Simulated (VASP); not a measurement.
Input of a VASP 6.6.1 run:

The input INCAR:

```
SYSTEM = Al3GaO6
  PREC = Accurate
  ENCUT = 600
  EDIFF = 1E-6
  ISMEAR = 0
  SIGMA = 0.02
  LREAL = .False.
  LASPH = .True.
  NELM = 100
  ALGO = Normal
  ISIF = 3
  LWAVE = .False.
  LCHARG = .False.
  GGA = PS
  IBRION = 2
  NSW = 40
  EDIFFG = -0.005
  KPAR = 4
```

The input KPOINTS:

```
regular mesh
0
Gamma
  6 6 6
  0 0 0
```

The input POSCAR:

```
Al3GaO6
1.0
   -2.4236351600      4.1978592400      0.0000000000
   -4.8472703300      0.0000000000      0.0000000000
   -2.4236351600      1.3992864100      4.4105213400
Ga Al O
1 3 6
Direct
    0.3520960000      0.3520960000      0.9437120000
    0.1479040000      0.1479040000      0.5562880000
    0.8520960000      0.8520960000      0.4437120000
    0.6479040000      0.6479040000      0.0562880000
    0.2500000000      0.5561455000      0.2500000000
    0.4438545000      0.0561455000      0.7500000000
    0.5561455000      0.9438545000      0.2500000000
    0.9438545000      0.2500000000      0.2500000000
    0.0561455000      0.7500000000      0.7500000000
    0.7500000000      0.4438545000      0.7500000000
```

Potentials or basis: VASP PAW PBE potentials, release 64 (Ga_d, Al, O).

Launch:

```console
$ cat potpaw_PBE.64/Ga_d/POTCAR potpaw_PBE.64/Al/POTCAR potpaw_PBE.64/O/POTCAR > POTCAR
$ mpirun -np 4 vasp_std > vasp.out
```

Q: Estimate the relaxed cell.

A: a = 4.831 Å, b = 4.831 Å, c = 5.186 Å, α = 62.24°, β = 62.24°, γ = 60.00°.

Q: What does it give for the relaxed volume?

A: 8.83 Å³/atom.

Q: Predict the space group after relaxing (to 0.05 Å).

A: R3 (No. 146).

Final structure:
```xyz
10
Lattice="-2.4153 4.1834 0.0000 -4.8306 0.0000 0.0000 -2.4153 1.3945 4.3717" Properties=species:S:1:pos:R:3 pbc="T T T"
Ga   -4.8306    2.7890    4.0422
Al   -2.4153    1.3945    2.3913
Al   -7.2459    4.1834    1.9398
Al   -4.8306    2.7890    0.2621
O    -3.9166    1.4119    1.1294
O    -3.0842    2.8994    3.2782
O    -6.4802    2.6860    1.1294
O    -4.0950    4.2690    1.1294
O    -5.6081    1.2213    3.2782
O    -5.7994    4.2461    3.2782
```

Caveat: the PAW data sets were made with another functional, which shifts forces and pressure a little.
